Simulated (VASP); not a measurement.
Energy against volume of Tm (hcp). All values below come from PBE GGA, VASP's PBE PAW potentials (set 64) (plane waves; VASP). Run with 520 eV cut-off, 12×12×7 Γ-centred mesh, first-order Methfessel-Paxton smearing of 0.10 eV, potentials Tm_3.

The 4f electrons are frozen in the core of the lanthanide potential, so 4f levels, which can set the real gap, and their magnetism are missing.

Shape and ions are relaxed at each volume.

```json
[
 {"V (Å³/atom)": "28.473", "E (eV/atom)": "-4.45508"},
 {"V (Å³/atom)": "29.382", "E (eV/atom)": "-4.46937"},
 {"V (Å³/atom)": "30.291", "E (eV/atom)": "-4.47476"},
 {"V (Å³/atom)": "31.200", "E (eV/atom)": "-4.47222"}
]
```

Problem. Fit these four points and predict the energy of the run at 32.108 Å³/atom.

Solution. A cubic in V^(−2/3), the third-order Birch-Murnaghan form, passes through the four points with V0 = 30.44 Å³/atom and B0 = 46 GPa, and gives -4.4626 eV/atom there. The run gave -4.4627 eV/atom, -0.1 meV/atom from the fit; all five points give B0 = 46 GPa.

The compound is Tm in the hcp structure. It was relaxed first.
